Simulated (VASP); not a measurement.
Input of a VASP 6.6.1 run:

Contents of INCAR:

```
SYSTEM = ScCl5
PREC     = Accurate       ! precision mode
ENCUT    = 520            ! plane-wave cutoff, eV
EDIFF    = 1E-7           ! SCF threshold, eV
ISMEAR   = 0              ! smearing method
SIGMA    = 0.1            ! smearing width, eV
LREAL    = .FALSE.        ! projectors in reciprocal space
LASPH    = .TRUE.         ! aspherical terms in the spheres
NELM     = 100            ! most SCF steps
ALGO     = Fast           ! electronic algorithm
ISIF     = 2              ! what is computed and relaxed
LWAVE    = .FALSE.        ! write WAVECAR
LCHARG   = .FALSE.        ! write CHGCAR
GGA      = PE             ! functional
NBANDS   = 32             ! bands
```

File KPOINTS:

```
Automatic mesh
0
G
  3 3 4
  0 0 0
```

File POSCAR:

```
ScCl5
1.0
    5.0956384194      0.0000000000      0.0000000000
   -2.5478192097      4.4129523197      0.0000000000
    0.0000000000      0.0000000000      6.8299522273
Sc Cl
1 5
Direct
    0.0000000000      0.0000000000      0.0000000000
    0.5000000000      0.0000000000      0.5000000000
    0.5000000000      0.5000000000      0.5000000000
    0.0000000000      0.5000000000      0.5000000000
    0.3333333333      0.6666666667      0.0000000000
    0.6666666667      0.3333333333      0.0000000000
```

Potentials or basis: VASP PAW PBE potentials, release 64 (Sc_sv, Cl).

Launch:

```bash
$ cat potpaw_PBE.64/Sc_sv/POTCAR potpaw_PBE.64/Cl/POTCAR > POTCAR
$ mpirun -np 1 vasp_std > vasp.out
```

(1) What does it give for the pressure?

(2) What does it give for the band gap on the k mesh?

## Answers

(1) 0.0 GPa.

(2) none (metal or under the smearing width).

Caveat: the k mesh is coarse (spacing up to 0.47 Å⁻¹), so the values aren't converged; this functional lacks dispersion, which binds the layers, so the pressure and a relaxed spacing across them are unreliable.
